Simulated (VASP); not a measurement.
All values below come from revTPSS meta-GGA, VASP's PBE PAW potentials (set 64) (plane waves; VASP).

A VASP calculation is set up with these files.

**KPOINTS**
```
Automatic mesh
0
G
  1 1 1
```

File POSCAR:
```
Te atom
1
   12.0000000000     0.0000000000     0.0000000000
    0.0000000000    12.5000000000     0.0000000000
    0.0000000000     0.0000000000    13.0000000000
Te
1
Direct
  0.0000000000   0.0000000000   0.0000000000
```

INCAR:
```
! general
SYSTEM =Te atom
PREC   =Normal
ENCUT  =520   ! plane-wave cut-off (eV)
LREAL  =.FALSE.
LASPH  =.TRUE.
ISYM   =0

! electronic loop
EDIFF  =1E-6   ! SCF stop (eV)
NELM   =200
ALGO   =All   ! all-band CG
LMAXMIX=4   ! l cut-off of mixed one-centre charges
LMIXTAU=.TRUE.

! smearing
ISMEAR =0
SIGMA  =0.01   ! width (eV)

! functional
METAGGA=RTPSS

! spin
ISPIN  =2   ! spin-polarised
MAGMOM =2
NUPDOWN=2

! output
LWAVE  =.FALSE.
LCHARG =.FALSE.
LORBIT =10
```

POTCAR, in this order: Te (PBE.64 set). Program: vasp_gam. Read from the step before: WAVECAR.

Output

OSZICAR:
```
       N       E                     dE             d eps       ncg     rms           ort
SDA:   1     0.188687790960E+02    0.18869E+02    0.00000E+00     8   0.359E-01   0.000E+00
CGA:   2     0.188576124943E+02   -0.11167E-01   -0.11159E-01     8   0.607E-02   0.111E-03
CGA:   3     0.188557973594E+02   -0.18151E-02   -0.18175E-02     8   0.157E-02  -0.321E-04
SDA:   4     0.188501967226E+02   -0.56006E-02   -0.55997E-02     8   0.166E+00   0.341E-03
CGA:   5     0.188162481775E+02   -0.33949E-01   -0.43677E-01     8   0.748E-01   0.214E-01
CGA:   6     0.187392001446E+02   -0.77048E-01   -0.77265E-01     8   0.836E-01   0.109E-01
CGA:   7     0.187176784583E+02   -0.21522E-01   -0.24204E-01     8   0.309E-01   0.557E-02
CGA:   8     0.187071297311E+02   -0.10549E-01   -0.10547E-01     8   0.115E-01  -0.402E-04
CGA:   9     0.187033417844E+02   -0.37879E-02   -0.37873E-02     8   0.445E-02  -0.236E-04
CGA:  10     0.187019256609E+02   -0.14161E-02   -0.14161E-02     8   0.152E-02  -0.650E-08
CGA:  11     0.187014350679E+02   -0.49059E-03   -0.49069E-03     8   0.549E-03   0.333E-05
CGA:  12     0.187012491999E+02   -0.18587E-03   -0.18587E-03     8   0.209E-03   0.884E-07
CGA:  13     0.187011774723E+02   -0.71728E-04   -0.71728E-04     8   0.807E-04  -0.582E-07
CGA:  14     0.187011496782E+02   -0.27794E-04   -0.27795E-04     8   0.314E-04   0.123E-05
CGA:  15     0.187011389154E+02   -0.10763E-04   -0.10771E-04     8   0.118E-04   0.107E-05
CGA:  16     0.187011346873E+02   -0.42281E-05   -0.42281E-05     8   0.446E-05   0.235E-06
CGA:  17     0.187011329622E+02   -0.17251E-05   -0.17324E-05     8   0.198E-05  -0.191E-06
CGA:  18     0.187011321378E+02   -0.82439E-06   -0.83936E-06     8   0.124E-05  -0.155E-06
   1 F= 0.18701132E+02 E0= 0.18701132E+02  d E =-.342204E-29  mag=     2.0000
```

File OUTCAR:
```
------------------------ aborting loop because EDIFF is reached ----------------------------------------
  FORCE on cell =-STRESS in cart. coord.  units (eV):
  Direction    XX          YY          ZZ          XY          YZ          ZX
  --------------------------------------------------------------------------------------
  Total       -0.0013628      0.0003028     -0.0006220      0.0013320     -0.0000039      0.0000835
  in kB       -0.0011197      0.0002488     -0.0005110      0.0010944     -0.0000032      0.0000686
  external PRESSURE =      -0.0004606 kB  Pullay stress =       0.0000000 kB
  volume of cell :     1950.00
      direct lattice vectors                 reciprocal lattice vectors
    12.000000000  0.000000000  0.000000000     0.083333333  0.000000000  0.000000000
     0.000000000 12.500000000  0.000000000     0.000000000  0.080000000  0.000000000
     0.000000000  0.000000000 13.000000000     0.000000000  0.000000000  0.076923077
 POSITION                                       TOTAL-FORCE (eV/Angst)
 -----------------------------------------------------------------------------------
      0.00000      0.00000      0.00000         0.000000     -0.000000      0.000000
 -----------------------------------------------------------------------------------
    total drift:                                0.000000     -0.000000      0.000000
  FREE ENERGIE OF THE ION-ELECTRON SYSTEM (eV)
  ---------------------------------------------------
  free  energy   TOTEN  =        18.7011321378 eV

  energy  without entropy=       18.7011321378  energy(sigma->0) =       18.70113214

 total charge

# of ion       s       p       d       tot
------------------------------------------
    1        1.398   1.828   0.001   3.227

 magnetization (x)

# of ion       s       p       d       tot
------------------------------------------
    1        0.014   0.958   0.001   0.972
```
(Selected blocks of OUTCAR.)

The atom may not be in its lowest state.

The cell is a free atom in a box.
